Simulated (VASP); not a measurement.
The system is TeRu.

```
CELL_PARAMETERS angstrom
3.79508 0.00000 0.00000
-1.89754 3.28664 0.00000
0.00000 0.00000 3.70381
ATOMIC_POSITIONS crystal
Ru 0.00000 0.00000 0.00000
Te 0.66667 0.33333 0.50000
```

The cell comes from a database or a generator and needn't be the stable form of this composition.

Base run:

```yaml
Program: VASP 6.6.1
Functional: PBEsol
Potentials_or_basis: VASP PAW PBE potentials, release 64 (Ru_pv, Te)
Cutoff: 520 eV
k_mesh: 6 × 6 × 5
Occupations: gaussian, width 0.05 eV
Spin: collinear spin, ferromagnetic start
Starting_moments: "[1.0, 0.0] μB"
Hubbard_terms: Ru d U = 2 eV
```

Its results: band gap on the k mesh none (metal or under the smearing width); pressure -13.6 GPa; net moment 1.64 μB per cell; site moments Ru +1.56; Te +0.02 μB.

The run is repeated on the same cell with these changes: hubbard terms from Ru d U = 2 eV to Ru d U = 4 eV; further incar settings from ALGO = Fast; EDIFF = 1e-06; NBANDS = 21 to ALGO = Normal; EDIFF = 1e-06; NBANDS = 21. What comes out?

Band gap on the k mesh none (metal or under the smearing width); pressure -9.5 GPa; net moment 2.32 μB per cell; site moments Ru +2.23; Te +0.04 μB.

Caveats: the PAW data sets were made with another functional, which shifts forces and pressure a little; the U is typed as a test and isn't derived for this compound.
